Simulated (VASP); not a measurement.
## TaGe2 (relaxed from the CrSi2 structure, space group P6_222): computed properties

Calculation: PBEsol GGA, VASP's PBE PAW potentials (set 64) (plane waves; VASP).

```
Item                                                                                    Value
----------------------------------  ---------------------------------------------------------
space group                                                                      P6_222 (180)
cell                                a = b = 4.937 Å, c = 6.740 Å, α = β = 90.00°, γ = 120.00°
volume per atom                                                                 15.81 Å³/atom
band gap (over mesh and band path)                   none (metal, semimetal or under 0.01 eV)
density                                                                           11.42 g/cm³
```

```cif
data_Ge6Ta3
_chemical_formula_sum 'Ta3 Ge6'
_space_group_name_H-M_alt 'P6222'
_space_group_IT_number 180
_space_group_name_Hall 'P 62 2 (0 0 4)'
_cell_length_a 4.93702
_cell_length_b 4.93702
_cell_length_c 6.74030
_cell_angle_alpha 90.000
_cell_angle_beta 90.000
_cell_angle_gamma 120.000
loop_
_atom_site_label
_atom_site_type_symbol
_atom_site_symmetry_multiplicity
_atom_site_Wyckoff_symbol
_atom_site_fract_x
_atom_site_fract_y
_atom_site_fract_z
_atom_site_occupancy
Ta1 Ta 3 c 0.50000 0.00000 0.00000 1
Ge1 Ge 6 i 0.16430 0.32860 0.00000 1
```

Unless said otherwise, spin-orbit coupling is left out, though it shifts the bands of the heavy elements here.

The structure was generated: TaGe2 was put into the CrSi2 type (P6_222), which need not be its known phase. It was relaxed first. Symmetry was kept, so distortions that lower it aren't found. The electron count is odd and the run is not spin-polarised, which forces a metal.
